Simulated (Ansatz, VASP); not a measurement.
Bi2Mo in VASP and in Ansatz

The input INCAR:

```
PREC = Accurate
ENCUT = 600
EDIFF = 1E-6
ISMEAR = 0
SIGMA = 0.1
LREAL = False
LASPH = True
NELM = 80
ALGO = Normal
ISIF = 3
LWAVE = False
LCHARG = False
GGA = PE
IBRION = 2
NSW = 90
EDIFFG = -0.04
```

KPOINTS

```
regular mesh
0
Gamma
  4 4 4
```

File POSCAR:

```
Bi2Mo
1.0
    0.0000000000      3.3565895300      3.3565895300
    3.3565895300      0.0000000000      3.3565895300
    3.3565895300      3.3565895300      0.0000000000
Bi Mo
2 1
Direct
    0.7500000000      0.7500000000      0.7500000000
    0.2500000000      0.2500000000      0.2500000000
    0.0000000000      0.0000000000      0.0000000000
```

Input for Ansatz:

```yaml
crystal:
  lattice:
    - [0.0, 3.35658953, 3.35658953]
    - [3.35658953, 0.0, 3.35658953]
    - [3.35658953, 3.35658953, 0.0]
  atoms:
    - { symbol: Bi, position: [0.75, 0.75, 0.75] }
    - { symbol: Bi, position: [0.25, 0.25, 0.25] }
    - { symbol: Mo, position: [0.0, 0.0, 0.0] }
basis:
  ecutwfc: 420
kpoints:
  mp_grid: { grid: [4, 4, 4] }
hamiltonian:
  xc: pbe
scf:
  occupations: { method: gaussian, width: 0.1 }
  lower_state_search: "off"
output:
  forces: true
  stress: true
  eigenvalues: true
relax:
  adjacent_minimum: "off"
  f_tol: 0.04
  max_steps: 70
  cell: { stress_tol: 0.4 }
```

Change from the starting cell: species swapped into the Sn2Pt type (Fm-3m, No. 225).

Alike in both runs: task relaxation of cell and atoms; functional PBE; k mesh 4 × 4 × 4; occupations gaussian, width 0.1 eV; no spin polarisation.

```csv
,VASP,Ansatz
version,VASP 6.6.1,Ansatz 0.2.0
potentials or method,"VASP PAW PBE potentials, release 64 (Bi_d, Mo_sv)","scalar-relativistic, plane waves, PAW"
plane-wave cutoff (eV),600,420
valence electrons in the cell,44,44
```

```tsv
	VASP	Ansatz	Ansatz less VASP
gap on the k mesh at the Fermi level, each at its own relaxed structure (eV)	none	none	-
relaxed volume (Å³/atom)	26.86	26.85	-0.015
relaxed cell length with the largest relative difference (Å)	4.848	4.847	-0.0009
energy change over the relaxation (meV/atom)	-25	-24	+0.7
```

A gap of «none» marks a metal or a gap that the smearing closes.

Caveats: the k mesh is coarse (spacing up to 0.41 Å⁻¹), so the values aren't converged; spin-orbit coupling is left out, which moves the levels of the heavy elements.
